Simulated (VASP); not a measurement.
# PdC18 in VASP: a series of runs

One slab, PdC18, is run at these levels: PBE; tasks: single point.

All numbers are computed with VASP 6.6.1; they aren't measurements. Logs are shortened: lines on timing, memory, paths and dates and some standing lists are left out, and cuts for length are marked.

## 1. The structure

The cell holds a slab with vacuum, 19 atoms: a = 7.398 Å, b = 7.398 Å, c = 13.000 Å, α = 90.00°, β = 90.00°, γ = 120.00°.

The cell was built by a generator and needn't be a form met in nature.

## 2. Single point, PBE

INCAR reads:

```
PREC = Accurate
ENCUT = 520
EDIFF = 1E-6
ISMEAR = 0
SIGMA = 0.02
LREAL = Auto
LASPH = True
NELM = 100
ALGO = Fast
ISIF = 2
LWAVE = False
LCHARG = False
GGA = PE
NBANDS = 56
```

KPOINTS reads:

```
regular mesh
0
Gamma
  2 2 1
```

POSCAR reads:

```
PdC18
1.0
    7.3980000000      0.0000000000      0.0000000000
   -3.6990000000      6.4068560000      0.0000000000
    0.0000000000      0.0000000000     13.0000000000
C Pd
18 1
Direct
    0.0036615283      0.0025525781      0.0754110000
    0.2263752897      0.1148852105      0.0753931538
    0.0035794755      0.3356655745      0.0733310769
    0.2260129975      0.4484407016      0.0741031538
    0.0040653833      0.6690323616      0.0742658462
    0.2265065708      0.7817998407      0.0732693077
    0.3369571691      0.0024812482      0.0751469231
    0.5596639071      0.1149128371      0.0752465385
    0.3349348215      0.3343738333      0.0786877692
    0.5587631594      0.4462224529      0.0869716923
    0.3364745970      0.6690946386      0.0738940769
    0.5591201514      0.7830645796      0.0784321538
    0.6703511816      0.0025728688      0.0753024615
    0.8930912581      0.1149986827      0.0752339231
    0.6709661441      0.3344418854      0.0784632308
    0.8935920612      0.4483668745      0.0740993077
    0.6712928064      0.6712438987      0.0869848462
    0.8951260653      0.7830580241      0.0787520769
    0.6139811084      0.5586599730      0.2439349231
```

Potentials or basis: VASP PAW PBE potentials, release 64 (C, Pd).

On the command line:

```bash
$ cat potpaw_PBE.64/C/POTCAR potpaw_PBE.64/Pd/POTCAR > POTCAR
$ mpirun -np 1 vasp_std > vasp.out
```

OUTCAR:

```text
PREC = Accurate
   ENCUT = 520
   EDIFF = 1E-6
   ISMEAR = 0
   LREAL = Auto
   LASPH = True
   NELM = 100
   ISIF = 2
   GGA = PE

 ion  position               nearest neighbor table
   1  0.004  0.003  0.075-  18 1.41   2 1.43  14 1.43
   2  0.226  0.115  0.075-   9 1.41   1 1.43   7 1.43
   3  0.004  0.336  0.073-  14 1.41   4 1.43  16 1.43
   4  0.226  0.448  0.074-  11 1.41   3 1.43   9 1.43
   5  0.004  0.669  0.074-  16 1.41   6 1.43  18 1.43
   6  0.227  0.782  0.073-   7 1.41   5 1.43  11 1.43
   7  0.337  0.002  0.075-   6 1.41   8 1.43   2 1.43
   8  0.560  0.115  0.075-  15 1.41   7 1.43  13 1.43
   9  0.335  0.334  0.079-   2 1.41   4 1.43  10 1.44
  10  0.559  0.446  0.087-   9 1.44  15 1.44  17 1.44  19 2.16
  11  0.336  0.669  0.074-   4 1.41   6 1.43  12 1.43
  12  0.559  0.783  0.078-  13 1.41  11 1.43  17 1.44
  13  0.670  0.003  0.075-  12 1.41  14 1.43   8 1.43
  14  0.893  0.115  0.075-   3 1.41  13 1.43   1 1.43
  15  0.671  0.334  0.078-   8 1.41  16 1.43  10 1.44
  16  0.894  0.448  0.074-   5 1.41   3 1.43  15 1.43
  17  0.671  0.671  0.087-  18 1.44  12 1.44  10 1.44  19 2.16
  18  0.895  0.783  0.079-   1 1.41   5 1.43  17 1.44
  19  0.614  0.559  0.244-  10 2.16  17 2.16

  LATTYP: Found a hexagonal cell.
 ALAT       =     7.3980000000
 C/A-ratio  =     1.7572316842

  Lattice vectors:

 A1 = (   7.3980000000,   0.0000000000,   0.0000000000)
 A2 = (  -3.6990000000,   6.4068560000,   0.0000000000)
 A3 = (   0.0000000000,   0.0000000000,  13.0000000000)

Analysis of symmetry for initial positions (statically):
=====================================================================
 Subroutine PRICEL returns:
 Original cell was already a primitive cell.

 Routine SETGRP: Setting up the symmetry group for a
 hexagonal supercell.

 Subroutine GETGRP returns: Found  1 space group operations
 (whereof  1 operations were pure point group operations)
 out of a pool of 24 trial point group operations.

The static configuration has the point symmetry C_1 .

Analysis of symmetry for dynamics (positions and initial velocities):
=====================================================================
 Subroutine PRICEL returns:
 Original cell was already a primitive cell.

 Routine SETGRP: Setting up the symmetry group for a
 hexagonal supercell.

 Subroutine GETGRP returns: Found  1 space group operations
 (whereof  1 operations were pure point group operations)
 out of a pool of 24 trial point group operations.

The dynamic configuration has the point symmetry C_1 .

 Subroutine INISYM returns: Found  1 space group operations
 (whereof  1 operations are pure point group operations),
 and found     1 'primitive' translations

----------------------------------------------------------------------------------------

                                     Primitive cell

  volume of cell :     616.1730

  direct lattice vectors                    reciprocal lattice vectors
     7.398000000  0.000000000  0.000000000     0.135171668  0.078041398  0.000000000
    -3.699000000  6.406856000  0.000000000     0.000000000  0.156082796  0.000000000
     0.000000000  0.000000000 13.000000000     0.000000000  0.000000000  0.076923077

  length of vectors
     7.398000000  7.398000054 13.000000000     0.156082797  0.156082796  0.076923077

  position of ions in fractional coordinates (direct lattice)
     0.003661528  0.002552578  0.075411000
     0.226375290  0.114885210  0.075393154
     0.003579475  0.335665574  0.073331077
     0.226012997  0.448440702  0.074103154
     0.004065383  0.669032362  0.074265846
     0.226506571  0.781799841  0.073269308
[... 11 lines left out ...]
     0.895126065  0.783058024  0.078752077
     0.613981108  0.558659973  0.243934923

  ion indices of the primitive-cell ions
   primitive index   ion index
                 1           1
                 2           2
                 3           3
                 4           4
                 5           5
                 6           6
[... 11 lines left out ...]
                18          18
                19          19

----------------------------------------------------------------------------------------

 KPOINTS: regular mesh

Automatic generation of k-mesh.
 Grid dimensions read from file:
 generate k-points for:    2    2    1

 Generating k-lattice:

  Cartesian coordinates                     Fractional coordinates (reciprocal lattice)
     0.067585834  0.039020699  0.000000000     0.500000000 -0.000000000  0.000000000
     0.000000000  0.078041398  0.000000000     0.000000000  0.500000000  0.000000000
     0.000000000  0.000000000  0.076923077     0.000000000  0.000000000  1.000000000

  Length of vectors
     0.078041399  0.078041398  0.076923077

  Shift w.r.t. Gamma in fractional coordinates (k-lattice)
     0.000000000  0.000000000  0.000000000

 Subroutine IBZKPT returns following result:
 ===========================================

 Found      4 irreducible k-points:

 Following reciprocal coordinates:
            Coordinates               Weight
  0.000000  0.000000  0.000000      1.000000
  0.500000  0.000000  0.000000      1.000000
  0.000000  0.500000  0.000000      1.000000
  0.500000  0.500000  0.000000      1.000000
   k-points           NKPTS =      4   k-points in BZ     NKDIM =      4   number of bands    NBANDS=     56
   number of dos      NEDOS =    301   number of ions     NIONS =     19
   total plane-waves  NPLWV = 307328
   dimension x,y,z NGX =    56 NGY =   56 NGZ =   98
   dimension x,y,z NGXF=   112 NGYF=  112 NGZF=  196
   ions per type =              18   1
   NGX,Y,Z   is equivalent  to a cutoff of  12.58, 12.58, 12.53 a.u.
   NGXF,Y,Z  is equivalent  to a cutoff of  25.17, 25.17, 25.06 a.u.
 SYSTEM =  unknown system
   PREC   = accura    normal or accurate (medium, high low for compatibility)
   ISTART =      0    job   : 0-new  1-cont  2-samecut
   ICHARG =      2    charge: 1-file 2-atom 10-const
   ISPIN  =      1    spin polarized calculation?
   LNONCOLLINEAR =      F non collinear calculations
   LSORBIT =      F    spin-orbit coupling
   LASPH  =      T    aspherical Exc in radial PAW
   ENCUT  =  520.0 eV  38.22 Ry    6.18 a.u.  13.76 13.76 24.17*2*pi/ulx,y,z
   NELM   =    100;   NELMIN=  2; NELMDL= -5     # of ELM steps
   EDIFF  = 0.1E-05   stopping-criterion for ELM
   LREAL  =      T    real-space projection
   EDIFFG = 0.1E-04   stopping-criterion for IOM
   NSW    =      0    number of steps for IOM
   IBRION =     -1    ionic relax: 0-MD 1-quasi-New 2-CG
   NFREE  =      0    steps in history (QN), initial steepest desc. (CG)
   ISIF   =      2    stress and relaxation
   ISYM   =      2    0-nonsym 1-usesym 2-fastsym
   POTIM  = 0.5000    time-step for ionic-motion
   TEBEG  =    0.0;   TEEND  =   0.0 temperature during run
   PSTRESS=    0.0 pullay stress
   NELECT =      82.0000    total number of electrons
   NUPDOWN=      -1.0000    fix difference up-down
   EMIN   =  10.00;   EMAX   =-10.00  energy-range for DOS
   EFERMI =   0.00;   METHOD = LEGACY
   ISMEAR =     0;   SIGMA  =   0.02  broadening in eV -4-tet -1-fermi 0-gaus
   EFERMI_NEDOS =   21; number of points for ismear=-14 and -15
   IALGO  =     68    algorithm
   IMIX   =      4    mixing-type and parameters
     AMIX     =   0.40;   BMIX     =  1.00
     AMIX_MAG =   1.60;   BMIX_MAG =  1.00
  volume/ion in A,a.u.               =      32.43       218.85
  Fermi-wavevector in a.u.,A,eV,Ry     =   0.835818  1.579468  9.504925  0.698592
  Thomas-Fermi vector in A             =   1.949440
   LORBIT       =      0    0 simple, 1 ext, 2 COOP (PROOUT), +10 PAW based schemes
   GGA     = PE    functional components
   LHFCALC =     F    Hartree Fock is set to
   AEXX    =    0.0000 exact exchange contribution
   IVDW    =     0    specifies the selected vdW correction
   LEPSILON=     F    determine dielectric tensor
   LRPA    =     F    only Hartree local field effects (RPA)
 non-spin polarized calculation
 RMM-DIIS sequential band-by-band and
 Gauss-broadening in eV      SIGMA  =   0.02
  energy-cutoff  :      520.00
  volume of cell :      616.17
 maximum number of plane-waves:     16651
 NGX is ok and might be reduce to    56
   NGX = 27   NGY = 27   NGZ = 49

 number of electron      82.0000000 magnetization

 Free energy of the ion-electron system (eV)
  ---------------------------------------------------
  ext. energy  EPLUGINS =         0.00000000
  ---------------------------------------------------
  free energy    TOTEN  =      -168.28813071 eV

  energy without entropy =     -168.28805945  energy(sigma->0) =     -168.28809508

 E-fermi :  -1.1902     XC(G=0):  -3.8406

 val. band max:       -1.2319745572   @ k =   0.0000   0.0000   0.0000
 cond. band min:      -1.1483401382   @ k =   0.0000   0.0000   0.0000
 fundamental gap:      0.0836344190
 Fermi energy:        -1.1901573478

 k-point     1 :       0.0000    0.0000    0.0000
  band No.  band energies     occupation
      1     -20.8989      2.00000
      2     -18.4635      2.00000
      3     -18.3461      2.00000
      4     -18.2887      2.00000
      5     -18.2794      2.00000
      6     -18.2554      2.00000
[... 45 lines left out ...]
     52       6.2054      0.00000
     53       6.3140      0.00000

 k-point     2 :       0.5000    0.0000    0.0000
  band No.  band energies     occupation
      1     -20.2954      2.00000
      2     -20.1931      2.00000
      3     -18.9653      2.00000
      4     -18.9340      2.00000
      5     -16.5448      2.00000
      6     -16.4746      2.00000
[... 45 lines left out ...]
     52       3.5943      0.00000
     53       4.9152      0.00000

 k-point     3 :       0.0000    0.5000    0.0000
  band No.  band energies     occupation
      1     -20.2844      2.00000
      2     -20.2079      2.00000
      3     -18.9710      2.00000
      4     -18.9204      2.00000
      5     -16.5221      2.00000
      6     -16.4765      2.00000
[... 45 lines left out ...]
     52       3.6258      0.00000
     53       4.8832      0.00000

 k-point     4 :       0.5000    0.5000    0.0000
  band No.  band energies     occupation
      1     -20.2950      2.00000
      2     -20.1932      2.00000
      3     -18.9635      2.00000
      4     -18.9364      2.00000
      5     -16.5428      2.00000
      6     -16.4767      2.00000
[... 45 lines left out ...]
     52       3.6025      0.00000
     53       4.9133      0.00000
 [bands above 53 left out]

------------------------ aborting loop because EDIFF is reached ----------------------------------------

  FORCE on cell =-STRESS in cart. coord.  units (eV):
  Direction    XX          YY          ZZ          XY          YZ          ZX
  --------------------------------------------------------------------------------------
  -------------------------------------------------------------------------------------
  Total        7.9197039      0.4590409     -0.0594975     -0.2509565      0.0065757      0.0047851
  in kB       20.5928703      1.1936014     -0.1547059     -0.6525388      0.0170981      0.0124423
  external PRESSURE =       7.2105886 kB  Pullay stress =       0.0000000 kB

 VOLUME and BASIS-vectors are now :
 -----------------------------------------------------------------------------
  energy-cutoff  :      520.00
  volume of cell :      616.17
      direct lattice vectors                 reciprocal lattice vectors
     7.398000000  0.000000000  0.000000000     0.135171668  0.078041398  0.000000000
    -3.699000000  6.406856000  0.000000000     0.000000000  0.156082796  0.000000000
     0.000000000  0.000000000 13.000000000     0.000000000  0.000000000  0.076923077

 POSITION                                       TOTAL-FORCE (eV/Angst)
 -----------------------------------------------------------------------------------
      0.01765      0.01635      0.98034        -0.024326      0.002872      0.003593
      1.24976      0.73605      0.98011         0.011202     -0.001505     -0.002692
     -1.21515      2.15056      0.95330        -0.019968      0.009842      0.005377
      0.01326      2.87309      0.96334         0.019275     -0.014362      0.001034
     -2.44467      4.28639      0.96546        -0.016583      0.000795     -0.007918
     -1.21618      5.00888      0.95250         0.010279     -0.004521      0.005713
[... 11 lines left out ...]
      3.72561      5.01694      1.02378         0.007049      0.003398     -0.004680
      2.47575      3.57925      3.17115         0.005264      0.000454      0.024928
 -----------------------------------------------------------------------------------
    total drift:                               -0.009726     -0.000711      0.027531

  FREE ENERGIE OF THE ION-ELECTRON SYSTEM (eV)
  ---------------------------------------------------
  free  energy   TOTEN  =      -168.2881307073 eV

  energy  without entropy=     -168.2880594514  energy(sigma->0) =     -168.28809508
```

Wall time 9.9 min (1 thread of Intel Xeon Platinum 8259CL at 2.50GHz (Skylake/Cascade Lake), shared host); peak memory 0.65 GiB.

Results:

| Property | Result |
| --- | --- |
| Free energy | -168.2881 eV |
| Largest force | 0.029 eV/Å |
| Band gap on the k mesh | 0.08 eV, direct |

Forces in eV/Å, atoms in the order of the input:
```
C   -0.024  0.003  0.004
C    0.011 -0.002 -0.003
C   -0.020  0.010  0.005
C    0.019 -0.014  0.001
C   -0.017  0.001 -0.008
C    0.010 -0.005  0.006
C   -0.012  0.005  0.004
C    0.029  0.001  0.003
C   -0.017  0.012 -0.010
C    0.005 -0.009 -0.009
C    0.001  0.006  0.008
C    0.008 -0.004 -0.006
C   -0.010 -0.005 -0.005
C    0.013 -0.017 -0.004
C   -0.009 -0.001 -0.001
C    0.010  0.002 -0.001
C   -0.009  0.014 -0.005
C    0.007  0.003 -0.005
Pd   0.005  0.000  0.025
```

Caveat: the k mesh is coarse (spacing up to 0.49 Å⁻¹), so the values aren't converged.

(Part 1 of 2 ends here.)
